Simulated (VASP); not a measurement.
# Be3Se2O in VASP: further runs, part 3 of 3

VASP 6.6.1.

### Step 4. Relaxation of cell and atoms, PBE

This run uses another cell than the first one, of 14.77 Å³/atom, 0.903 times its volume.

File INCAR:

```
SYSTEM = Be3Se2O
PREC = Normal
ENCUT = 520
EDIFF = 1E-4
ISMEAR = 0
SIGMA = 0.15
LREAL = .FALSE.
LASPH = .TRUE.
NELM = 60
ALGO = Fast
ISIF = 3
LWAVE = .FALSE.
LCHARG = .FALSE.
GGA = PE
IBRION = 2
NSW = 24
EDIFFG = -0.08
```

File KPOINTS:

```
Automatic mesh
0
G
  3 3 4
  0 0 0
```

File POSCAR:

```
Be3Se2O
1.0
    5.1740862700      0.0000000000      0.0000000000
   -2.5870431400      4.4808901500      0.0000000000
    0.0000000000      0.0000000000      3.8214849700
Be Se O
3 2 1
Direct
    0.0000000000      0.5000000000      0.9950230700
    0.5000000000      0.0000000000      0.9950230700
    0.5000000000      0.5000000000      0.9950230700
    0.6666666700      0.3333333300      0.4961477200
    0.3333333300      0.6666666700      0.4961477200
    0.0000000000      0.0000000000      0.1926302600
```

Potentials or basis: VASP PAW PBE potentials, release 64 (Be, Se, O).

On the command line:

```
$ cat potpaw_PBE.64/Be/POTCAR potpaw_PBE.64/Se/POTCAR potpaw_PBE.64/O/POTCAR > POTCAR
$ mpirun -np 1 vasp_std > vasp.out
```

OUTCAR:

```text
SYSTEM = Be3Se2O
   PREC = Normal
   ENCUT = 520
   EDIFF = 1E-4
   ISMEAR = 0
   LREAL = .FALSE.
   LASPH = .TRUE.
   NELM = 60
   ISIF = 3
   GGA = PE
   IBRION = 2
   NSW = 24
   EDIFFG = -0.08

 ion  position               nearest neighbor table
   1  0.000  0.500  0.995-   4 2.42   5 2.42   4 2.43   5 2.43
   2  0.500  0.000  0.995-   4 2.42   5 2.42   4 2.43   5 2.43
   3  0.500  0.500  0.995-   4 2.42   5 2.42   4 2.43   5 2.43
   4  0.667  0.333  0.496-   1 2.42   2 2.42   3 2.42   1 2.43   2 2.43   3 2.43
   5  0.333  0.667  0.496-   1 2.42   2 2.42   3 2.42   1 2.43   2 2.43   3 2.43
   6  0.000  0.000  0.193-

  LATTYP: Found a hexagonal cell.
 ALAT       =     5.1740862700
 C/A-ratio  =     0.7385816105

  Lattice vectors:

 A1 = (   5.1740862700,   0.0000000000,   0.0000000000)
 A2 = (  -2.5870431400,   4.4808901500,   0.0000000000)
 A3 = (   0.0000000000,   0.0000000000,   3.8214849700)

Analysis of symmetry for initial positions (statically):
=====================================================================
 Subroutine PRICEL returns:
 Original cell was already a primitive cell.

 Routine SETGRP: Setting up the symmetry group for a
 hexagonal supercell.

 Subroutine GETGRP returns: Found 12 space group operations
 (whereof 12 operations were pure point group operations)
 out of a pool of 24 trial point group operations.

The static configuration has the point symmetry C_6v.

Analysis of symmetry for dynamics (positions and initial velocities):
=====================================================================
 Subroutine PRICEL returns:
 Original cell was already a primitive cell.

 Routine SETGRP: Setting up the symmetry group for a
 hexagonal supercell.

 Subroutine GETGRP returns: Found 12 space group operations
 (whereof 12 operations were pure point group operations)
 out of a pool of 24 trial point group operations.

The dynamic configuration has the point symmetry C_6v.

 Subroutine INISYM returns: Found 12 space group operations
 (whereof 12 operations are pure point group operations),
 and found     1 'primitive' translations

----------------------------------------------------------------------------------------

                                     Primitive cell

  volume of cell :      88.5993

  direct lattice vectors                    reciprocal lattice vectors
     5.174086270  0.000000000  0.000000000     0.193270840  0.111584972  0.000000000
    -2.587043140  4.480890150  0.000000000     0.000000000  0.223169943  0.000000000
     0.000000000  0.000000000  3.821484970     0.000000000  0.000000000  0.261678381

  length of vectors
     5.174086270  5.174086271  3.821484970     0.223169943  0.223169943  0.261678381

  position of ions in fractional coordinates (direct lattice)
     0.000000000  0.500000000  0.995023070
     0.500000000  0.000000000  0.995023070
     0.500000000  0.500000000  0.995023070
     0.666666670  0.333333330  0.496147720
     0.333333330  0.666666670  0.496147720
     0.000000000  0.000000000  0.192630260

  ion indices of the primitive-cell ions
   primitive index   ion index
                 1           1
                 2           2
                 3           3
                 4           4
[... 23 lines left out ...]

 Subroutine IBZKPT returns following result:
 ===========================================

 Found      9 irreducible k-points:

 Following reciprocal coordinates:
            Coordinates               Weight
  0.000000  0.000000  0.000000      1.000000
  0.333333  0.000000  0.000000      6.000000
  0.333333  0.333333  0.000000      2.000000
  0.000000  0.000000  0.250000      2.000000
  0.333333  0.000000  0.250000     12.000000
  0.333333  0.333333  0.250000      4.000000
  0.000000  0.000000  0.500000      1.000000
  0.333333  0.000000  0.500000      6.000000
  0.333333  0.333333  0.500000      2.000000
   k-points           NKPTS =      9   k-points in BZ     NKDIM =      9   number of bands    NBANDS=     16
   number of dos      NEDOS =    301   number of ions     NIONS =      6
   total plane-waves  NPLWV =  21600
   dimension x,y,z NGX =    30 NGY =   30 NGZ =   24
   dimension x,y,z NGXF=    60 NGYF=   60 NGZF=   48
   ions per type =               3   2   1
   NGX,Y,Z   is equivalent  to a cutoff of   9.64,  9.64, 10.44 a.u.
   NGXF,Y,Z  is equivalent  to a cutoff of  19.28, 19.28, 20.88 a.u.
 SYSTEM =  Be3Se2O
   PREC   = normal    normal or accurate (medium, high low for compatibility)
   ISTART =      0    job   : 0-new  1-cont  2-samecut
   ICHARG =      2    charge: 1-file 2-atom 10-const
   ISPIN  =      1    spin polarized calculation?
   LNONCOLLINEAR =      F non collinear calculations
   LSORBIT =      F    spin-orbit coupling
   LASPH  =      T    aspherical Exc in radial PAW
   ENCUT  =  520.0 eV  38.22 Ry    6.18 a.u.   9.62  9.62  7.11*2*pi/ulx,y,z
   NELM   =     60;   NELMIN=  2; NELMDL= -5     # of ELM steps
   EDIFF  = 0.1E-03   stopping-criterion for ELM
   LREAL  =      F    real-space projection
   EDIFFG = -.8E-01   stopping-criterion for IOM
   NSW    =     24    number of steps for IOM
   IBRION =      2    ionic relax: 0-MD 1-quasi-New 2-CG
   NFREE  =      1    steps in history (QN), initial steepest desc. (CG)
   ISIF   =      3    stress and relaxation
   ISYM   =      2    0-nonsym 1-usesym 2-fastsym
   POTIM  = 0.5000    time-step for ionic-motion
   TEBEG  =    0.0;   TEEND  =   0.0 temperature during run
   PSTRESS=    0.0 pullay stress
   NELECT =      24.0000    total number of electrons
   NUPDOWN=      -1.0000    fix difference up-down
   EMIN   =  10.00;   EMAX   =-10.00  energy-range for DOS
   EFERMI =   0.00;   METHOD = LEGACY
   ISMEAR =     0;   SIGMA  =   0.15  broadening in eV -4-tet -1-fermi 0-gaus
   EFERMI_NEDOS =   21; number of points for ismear=-14 and -15
   IALGO  =     68    algorithm
   IMIX   =      4    mixing-type and parameters
     AMIX     =   0.40;   BMIX     =  1.00
     AMIX_MAG =   1.60;   BMIX_MAG =  1.00
  volume/ion in A,a.u.               =      14.77        99.65
  Fermi-wavevector in a.u.,A,eV,Ry     =   1.059258  2.001708 15.266119  1.122028
  Thomas-Fermi vector in A             =   2.194597
   LORBIT       =      0    0 simple, 1 ext, 2 COOP (PROOUT), +10 PAW based schemes
   GGA     = PE    functional components
   LHFCALC =     F    Hartree Fock is set to
   AEXX    =    0.0000 exact exchange contribution
   IVDW    =     0    specifies the selected vdW correction
   LEPSILON=     F    determine dielectric tensor
   LRPA    =     F    only Hartree local field effects (RPA)
 conjugate gradient relaxation of ions
 non-spin polarized calculation
 RMM-DIIS sequential band-by-band and
 Gauss-broadening in eV      SIGMA  =   0.15
  energy-cutoff  :      520.00
  volume of cell :       88.60
 maximum number of plane-waves:      2402
   NGX = 19   NGY = 19   NGZ = 15

--------------------------------------- Ionic step        1  -------------------------------------------

 number of electron      23.9999987 magnetization

 Free energy of the ion-electron system (eV)
  ---------------------------------------------------
  ext. energy  EPLUGINS =         0.00000000
  ---------------------------------------------------
  free energy    TOTEN  =       -20.37064778 eV

  energy without entropy =      -20.31355234  energy(sigma->0) =      -20.34210006

------------------------ aborting loop because EDIFF is reached ----------------------------------------

  FORCE on cell =-STRESS in cart. coord.  units (eV):
  Direction    XX          YY          ZZ          XY          YZ          ZX
  --------------------------------------------------------------------------------------
  -------------------------------------------------------------------------------------
  Total       -0.4262196     -0.4262196     -5.6429105      0.0000000      0.0000000      0.0000000
  in kB       -7.7075063     -7.7075063   -102.0430962      0.0000000      0.0000000      0.0000000
  external PRESSURE =     -39.1527029 kB  Pullay stress =       0.0000000 kB
[... 448 lines left out ...]
      3      -9.8767      2.00000
      4      -4.2732      2.00000
      5      -4.2732      2.00000
      6      -2.0599      2.00000
[... 8 lines left out ...]
     15       5.6544      0.00000
     16       7.8930      0.00000

[... ionic steps 4 to 16 ...]

--------------------------------------- Ionic step       17  -------------------------------------------

 number of electron      24.0000000 magnetization

------------------------ aborting loop because EDIFF is reached ----------------------------------------
[... 75 lines left out ...]
--------------------------------------- Ionic step       19  -------------------------------------------

 number of electron      24.0000014 magnetization

 Free energy of the ion-electron system (eV)
  ---------------------------------------------------
  ext. energy  EPLUGINS =         0.00000000
  ---------------------------------------------------
  free energy    TOTEN  =       -21.68321259 eV

  energy without entropy =      -21.65890966  energy(sigma->0) =      -21.67106112

 E-fermi :   4.1589     XC(G=0):  -9.6172

 val. band max:        4.1478348951   @ k =   0.3333   0.0000   0.0000
 cond. band min:       4.2001900191   @ k =   0.0000   0.0000   0.0000
 fundamental gap:      0.0523551240
 Fermi energy:         4.1589133849
[... 202 lines left out ...]
  FREE ENERGIE OF THE ION-ELECTRON SYSTEM (eV)
  ---------------------------------------------------
  free  energy   TOTEN  =       -21.6832125885 eV

  energy  without entropy=      -21.6589096604  energy(sigma->0) =      -21.67106112

 reached required accuracy - stopping structural energy minimisation
```

Run time: 2.1 min. Hardware: 1 thread of Intel Xeon Platinum 8259CL at 2.50GHz (Skylake/Cascade Lake), shared host; peak memory 0.16 GiB.

Results:

```yaml
Free_energy: -21.6832 eV
Relaxed_volume: 14.61 Å³/atom
Relaxed_cell: a = 5.512 Å, b = 5.512 Å, c = 3.332 Å, α = 90.00°, β = 90.00°, γ = 120.00°
Space_group_after_relaxing_to_0.05_Å: P6mm (No. 183)
Energy_gained_by_relaxing: 218.8 meV/atom
Ionic_steps: 19
Pressure_after_relaxing: -0.4 GPa
Largest_force_after_relaxing: 0.028 eV/Å
Band_gap_on_the_k_mesh: none (metal or under the smearing width)
```

Forces in eV/Å, atoms in the order of the input:
```
Be   0.000  0.000  0.012
Be   0.000  0.000  0.012
Be   0.000  0.000  0.012
Se   0.000  0.000 -0.004
Se   0.000  0.000 -0.004
O    0.000  0.000 -0.028
```

Stress tensor (GPa, compression positive):
```
-0.41  0.00  0.00
 0.00 -0.41  0.00
 0.00  0.00 -0.50
```

The path:
| step | energy change (eV) | largest force (eV/Å) | pressure (GPa) | volume (Å³) |
| --- | --- | --- | --- | --- |
| 1 | 0.0000 | 1.7941 | -3.92 | 88.60 |
| 2 | -0.4848 | 1.4422 | -0.69 | 84.00 |
| 3 | -0.0345 | 1.3147 | 26.46 | 70.55 |
| 4 | -0.7904 | 1.0801 | 5.16 | 79.28 |
| 5 | -0.8132 | 0.8749 | 8.78 | 77.23 |
| 6 | -0.9961 | 0.5530 | 7.98 | 78.95 |
| 7 | -1.0774 | 0.4315 | 8.08 | 80.58 |
| 8 | -1.2660 | 0.3126 | 0.80 | 86.49 |
| 9 | -1.2707 | 0.3088 | 0.37 | 87.52 |
| 10 | -1.2585 | 0.2869 | -2.16 | 89.62 |
| 11 | -1.2702 | 0.3049 | -0.56 | 88.03 |
| 12 | -1.2705 | 0.3022 | -0.64 | 87.87 |
| 13 | -1.2706 | 0.3026 | -0.50 | 87.70 |
| 14 | -1.2771 | 0.2778 | -0.31 | 87.74 |
| 15 | -1.2909 | 0.2117 | -0.34 | 87.88 |
| 16 | -1.2914 | 0.0827 | -0.08 | 88.13 |
| 17 | -1.2957 | 0.1544 | -0.16 | 88.01 |
| 18 | -1.3028 | 0.1138 | -0.34 | 87.92 |
| 19 | -1.3126 | 0.0281 | -0.44 | 87.69 |

Final structure:
```
Be Se O
1.0
     5.51245    0.00000    0.00000
    -2.75622    4.77392    0.00000
     0.00000    0.00000    3.33210
Be Se O
3 2 1
Cartesian
  -1.3781 2.3870 0.0850
  0.0000 4.7739 0.0850
  1.3781 2.3870 0.0850
  2.7562 1.5913 1.7644
  0.0000 3.1826 1.7644
  0.0000 0.0000 0.1149
```

Caveat: the k mesh is coarse (spacing up to 0.47 Å⁻¹), so the values aren't converged; the relaxation stopped at a loose force limit of 0.08 eV/Å, so its end isn't a converged minimum.

### Step 5. Summary

```csv
k mesh,gap on the mesh (eV),pressure (GPa),relaxed volume (Å³/atom),largest force (eV/Å)
4 × 4 × 4,1.42,0.2,14.78,0.08
4 × 4 × 2,none,-0.1,14.36,0.07
3 × 3 × 4,none,-0.4,14.61,0.03
```

Alike in all rows: task relaxation of cell and atoms; level PBE; potentials or basis VASP PAW PBE potentials, release 64 (Be, Se, O); no spin polarisation; cell relaxed; cutoff (eV) 520; smearing gaussian 0.15 eV; the mesh is coarse, so values aren't converged.

Caveats: all runs use coarse meshes; the relaxation stopped at a loose force limit of 0.08 eV/Å, so its end isn't a converged minimum; this functional lacks dispersion, which binds the layers, so the pressure and a relaxed spacing across them are unreliable (some runs).

Absolute energies hang on the potentials; compare differences alone.
